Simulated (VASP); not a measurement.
Method: vdW-DF-cx, VASP's PBE PAW potentials (set 64) (plane waves; VASP).

VASP input:

**INCAR**
```
ICHARG=11   # fixed density
LASPH=.TRUE.
ISMEAR=0
LREAL=.FALSE.
LMAXMIX=6   # l cut-off of mixed one-centre charges
PREC=Accurate
EDIFF=1E-7   # SCF stop (eV)
LCHARG=.FALSE.
GGA=CX
NELM=100
SIGMA=0.05
ALGO=Normal   # blocked Davidson
LWAVE=.FALSE.
LUSE_VDW=.TRUE.
AGGAC=0.0
LORBIT=11
SYSTEM=CeO2
ENCUT=520   # plane-wave cut-off (eV)
```

POSCAR:
```
CeO2
1.0
  0.0000000000   2.7077036534   2.7077036534
  2.7077036534   0.0000000000   2.7077036534
  2.7077036534   2.7077036534   0.0000000000
Ce O
1 2
Direct
  0.0000000000   0.0000000000   0.0000000000
  0.2500000000   0.2500000000   0.2500000000
  0.7500000000   0.7500000000   0.7500000000
```

KPOINTS:
```
k-points along high-symmetry lines
15
Line-mode
Reciprocal
  0.000000   0.000000   0.000000 ! GAMMA
  0.500000   0.000000   0.500000 ! X

  0.500000   0.000000   0.500000 ! X
  0.625000   0.250000   0.625000 ! U

  0.375000   0.375000   0.750000 ! K
  0.000000   0.000000   0.000000 ! GAMMA

  0.000000   0.000000   0.000000 ! GAMMA
  0.500000   0.500000   0.500000 ! L

  0.500000   0.500000   0.500000 ! L
  0.500000   0.250000   0.750000 ! W

  0.500000   0.250000   0.750000 ! W
  0.500000   0.000000   0.500000 ! X
```

POTCAR, in this order: Ce O (PBE.64 set). Program: vasp_std. Read from the step before: CHGCAR.

What VASP printed:

### OSZICAR
```
       N       E                     dE             d eps       ncg     rms          rms(c)
DAV:   1     0.188201163728E+03    0.18820E+03   -0.11884E+04  2912   0.206E+03
DAV:   2     0.125404760374E+02   -0.17566E+03   -0.17018E+03  3768   0.291E+02
DAV:   3    -0.195414867026E+02   -0.32082E+02   -0.30852E+02  4288   0.133E+02
DAV:   4    -0.208014591099E+02   -0.12600E+01   -0.12573E+01  3848   0.294E+01
DAV:   5    -0.208844361090E+02   -0.82977E-01   -0.82974E-01  4680   0.649E+00
DAV:   6    -0.208900080335E+02   -0.55719E-02   -0.55719E-02  4448   0.132E+00
DAV:   7    -0.208902065491E+02   -0.19852E-03   -0.19852E-03  4720   0.273E-01
DAV:   8    -0.208902150732E+02   -0.85241E-05   -0.85241E-05  4504   0.596E-02
DAV:   9    -0.208902158174E+02   -0.74419E-06   -0.74418E-06  4672   0.150E-02
DAV:  10    -0.208902158834E+02   -0.66048E-07   -0.66006E-07  3624   0.400E-03
   1 F= -.20890216E+02 E0= -.20890216E+02  d E =-.195491E-11
```

File OUTCAR:
```
 val. band max:        5.1996042396   @ k =   0.2679   0.2679   0.5357

 cond. band min:       7.1114496185   @ k =   0.5000   0.5000   0.5000



 k-point     1 :       0.0000    0.0000    0.0000
  band No.  band energies     occupation
      1     -27.2097      2.00000
      2     -11.0624      2.00000
      3     -10.0933      2.00000
      4      -9.3424      2.00000
      5      -9.3424      2.00000
      6      -9.3424      2.00000
      7       1.3177      2.00000
      8       1.3177      2.00000
      9       1.3177      2.00000
     10       4.5593      2.00000
     11       4.5593      2.00000
     12       4.5593      2.00000
     13       7.4430      0.00000
     14       7.4430      0.00000
     15       7.4430      0.00000
     16       7.6936      0.00000

 k-point     2 :       0.0357    0.0000    0.0357
  band No.  band energies     occupation
      1     -27.2062      2.00000
      2     -11.1393      2.00000
      3     -10.1043      2.00000
      4      -9.3508      2.00000
      5      -9.3508      2.00000
      6      -9.2586      2.00000
      7       1.3389      2.00000
      8       1.3389      2.00000
      9       1.3540      2.00000
     10       4.5066      2.00000
     11       4.5702      2.00000
     12       4.5702      2.00000
     13       7.4384      0.00000
     14       7.4440      0.00000
     15       7.4440      0.00000
     16       7.6958      0.00000

 k-point     3 :       0.0714    0.0000    0.0714
  band No.  band energies     occupation
      1     -27.1962      2.00000
      2     -11.3343      2.00000
      3     -10.1364      2.00000
      4      -9.3753      2.00000
      5      -9.3753      2.00000
      6      -9.0430      2.00000
      7       1.4019      2.00000
      8       1.4019      2.00000
      9       1.4616      2.00000
     10       4.3533      2.00000
     11       4.6019      2.00000
     12       4.6019      2.00000
     13       7.4250      0.00000
     14       7.4467      0.00000
...
```

The density is held fixed in this step, so its total energy and stress have no physical meaning.

The compound is CeO2 in the fluorite structure. It was relaxed first. The run is not spin-polarised, so no magnetic state was tried.
